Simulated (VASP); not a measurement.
Data:

```
AuCu3
1.0
    3.81257     0.00000     0.00000
    0.00000     3.81257     0.00000
    0.00000     0.00000     3.81257
Cu Au
3 1
Direct
  0.00000   0.50000   0.50000
  0.50000   0.00000   0.50000
  0.50000   0.50000   0.00000
  0.00000   0.00000   0.00000
```

Computed with revPBE GGA, VASP's PBE PAW potentials (set 64) (plane waves; VASP 6.6.1). Settings: 520 eV cut-off, 9×9×9 Γ-centred mesh, tetrahedra with Blöchl corrections, potentials Cu Au.

Unless said otherwise, spin-orbit coupling is left out, though it shifts the bands of the heavy elements here.

### Question
Predict the energy per atom (σ→0), band gap (on the k-mesh) with the smallest direct gap where there is one.

### Answer

```yaml
band gap (on the k-mesh): none (metal, semimetal or under 0.01 eV)
energy per atom (σ→0): -3.247 eV/atom
```

Only differences to runs with the same potentials and settings are physical.

The compound is Cu3Au in the L1_2 structure. It was relaxed first, which changed the volume by +5 %.
